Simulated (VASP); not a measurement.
A cell of Gd (hcp) near equilibrium:

```
CELL_PARAMETERS angstrom
      1.84819    -3.20116     0.00000
      1.84819     3.20116     0.00000
      0.00000     0.00000     5.63987
ATOMIC_POSITIONS crystal
  Gd 0.33333 0.66667 0.25000
  Gd 0.66667 0.33333 0.75000
```

These are r2SCAN meta-GGA, VASP's PBE PAW potentials (set 64) (plane waves; VASP 6.6.1) values and carry that method's errors.

The 4f electrons are frozen in the core of the lanthanide potential, so 4f levels, which can set the real gap, and their magnetism are missing.

```csv
run,ΔE (meV/atom),σxx,σyy,σzz,"largest shear component, with its sign (GPa)",largest force (eV/Å)
as it is,0.0,0.01,0.01,0.01,0.00,0.000
after one change,34.2,3.79,3.79,4.32,0.00,0.000
```
Stress is in GPa, positive when the cell is compressed.

### Question
Name the change that produced these shifts.
(A) atom 2 (Gd) moved by -0.200 Å along z
(B) isotropic strain of +4.0 %
(C) isotropic strain of -3.0 %

### Answer
C, isotropic strain of -3.0 %

The compound is Gd in the hcp structure.
